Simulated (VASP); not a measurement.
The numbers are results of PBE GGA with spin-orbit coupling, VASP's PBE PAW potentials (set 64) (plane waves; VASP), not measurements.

VASP ran on this input.

### INCAR
```
# general
SYSTEM      =  YN
PREC        =  Accurate
ENCUT       =  520
LREAL       =  .FALSE.   # projection in real space or not
LASPH       =  .TRUE.

# electronic loop
EDIFF       =  1E-6
NELM        =  100
ALGO        =  Normal
LMAXMIX     =  4

# smearing
ISMEAR      =  0   # Gaussian
SIGMA       =  0.05   # width (eV)

# functional
GGA         =  PE
GGA_COMPAT  =  .FALSE.

# spin
MAGMOM      =  6*0
LSORBIT     =  .TRUE.

# ions
ISIF        =  2

# output
LWAVE       =  .FALSE.
LCHARG      =  .FALSE.
```

POSCAR:
```
YN
1.0
  0.0000000000   2.4400000000   2.4400000000
  2.4400000000   0.0000000000   2.4400000000
  2.4400000000   2.4400000000   0.0000000000
Y N
1 1
Cart
  0.0000000000   0.0000000000   0.0000000000
  2.4400000000   2.4400000000   2.4400000000
```

File KPOINTS:
```
Automatic mesh
0
Gamma
7 7 7
0 0 0
```

POTCAR, in this order: Y_sv N (PBE.64 set). Program: vasp_ncl.

What will the output report for the number of irreducible k-points (NKPTS), number of bands (NBANDS), largest plane-wave count, number of space-group operations, FFT grid (NGX, NGY, NGZ)?

The number of irreducible k-points (NKPTS) is 20, the number of bands (NBANDS) is 24 and the largest plane-wave count is 1602. The number of space-group operations is 48. The FFT grid (NGX, NGY, NGZ) is 28 × 28 × 28.

The compound is YN in the rock salt structure. The cell was not relaxed at this level.
